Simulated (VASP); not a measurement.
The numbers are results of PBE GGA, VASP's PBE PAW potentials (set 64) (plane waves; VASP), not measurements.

VASP input:

POSCAR:
```
RuAl
1
    3.0498000000     0.0000000000     0.0000000000
    0.0000000000     3.0498000000     0.0000000000
    0.0000000000     0.0000000000     3.0498000000
Al Ru
1 1
Direct
  0.5000000000   0.5000000000   0.5000000000
  0.0000000000   0.0000000000   0.0000000000
```

**INCAR**
```
SYSTEM = RuAl
PREC = Accurate
ENCUT = 400
EDIFF = 1E-6
NELM = 100
ALGO = Normal
LREAL = .FALSE.
LASPH = .TRUE.
ISMEAR = 1
SIGMA = 0.1
GGA = PE
LMAXMIX = 4
LWAVE = .FALSE.
LCHARG = .FALSE.
ISIF = 2
KSPACING = 0.3
KGAMMA = .FALSE.
```

POTCAR, in this order: Al Ru_pv (PBE.64 set). Program: vasp_std.

The run wrote:

### OSZICAR
```
       N       E                     dE             d eps       ncg     rms          rms(c)
DAV:   1     0.869939793508E+02    0.86994E+02   -0.83294E+03   512   0.106E+03
DAV:   2    -0.133074051507E+02   -0.10030E+03   -0.96740E+02   528   0.306E+02
DAV:   3    -0.148858155426E+02   -0.15784E+01   -0.15412E+01   560   0.391E+01
DAV:   4    -0.149025333587E+02   -0.16718E-01   -0.16715E-01   576   0.401E+00
DAV:   5    -0.149029159026E+02   -0.38254E-03   -0.38254E-03   564   0.533E-01    0.108E+01
DAV:   6    -0.143530158162E+02    0.54990E+00   -0.39513E+00   504   0.221E+01    0.257E+00
DAV:   7    -0.142438169694E+02    0.10920E+00   -0.42286E-01   508   0.736E+00    0.189E+00
DAV:   8    -0.142297659909E+02    0.14051E-01   -0.21994E-02   516   0.146E+00    0.217E-01
DAV:   9    -0.142296534978E+02    0.11249E-03   -0.35666E-04   560   0.196E-01    0.129E-01
DAV:  10    -0.142296475935E+02    0.59043E-05   -0.52897E-05   568   0.959E-02    0.970E-03
DAV:  11    -0.142296463664E+02    0.12271E-05   -0.36349E-06   520   0.238E-02    0.418E-03
DAV:  12    -0.142296455928E+02    0.77356E-06   -0.28805E-07   268   0.433E-03
   1 F= -.14229646E+02 E0= -.14228659E+02  d E =-.295916E-02
```

OUTCAR:
```
------------------------ aborting loop because EDIFF is reached ----------------------------------------
  FORCE on cell =-STRESS in cart. coord.  units (eV):
  Direction    XX          YY          ZZ          XY          YZ          ZX
  --------------------------------------------------------------------------------------
  Total       -1.5756218     -1.5756218     -1.5756218      0.0000000     -0.0000000      0.0000000
  in kB      -88.9914928    -88.9914928    -88.9914928      0.0000000     -0.0000000      0.0000000
  external PRESSURE =     -88.9914928 kB  Pullay stress =       0.0000000 kB
  volume of cell :       28.37
      direct lattice vectors                 reciprocal lattice vectors
     3.049800000  0.000000000  0.000000000     0.327890353  0.000000000  0.000000000
     0.000000000  3.049800000  0.000000000     0.000000000  0.327890353  0.000000000
     0.000000000  0.000000000  3.049800000     0.000000000  0.000000000  0.327890353
 POSITION                                       TOTAL-FORCE (eV/Angst)
 -----------------------------------------------------------------------------------
      1.52490      1.52490      1.52490         0.000000      0.000000      0.000000
      0.00000      0.00000      0.00000         0.000000      0.000000      0.000000
 -----------------------------------------------------------------------------------
    total drift:                               -0.000000      0.000000     -0.000000
  FREE ENERGIE OF THE ION-ELECTRON SYSTEM (eV)
  ---------------------------------------------------
  free  energy   TOTEN  =       -14.2296455928 eV

  energy  without entropy=      -14.2266864378  energy(sigma->0) =      -14.22865921
```
(Selected blocks of OUTCAR.)

The compound is RuAl in the CsCl type structure. The cell was not relaxed at this level. The run is one of a series of settings (KGAMMA = .FALSE., KSPACING = 0.3, KPOINTS file removed against the base run), some of them coarse on purpose. The electron count is odd and the run is not spin-polarised, which forces a metal.
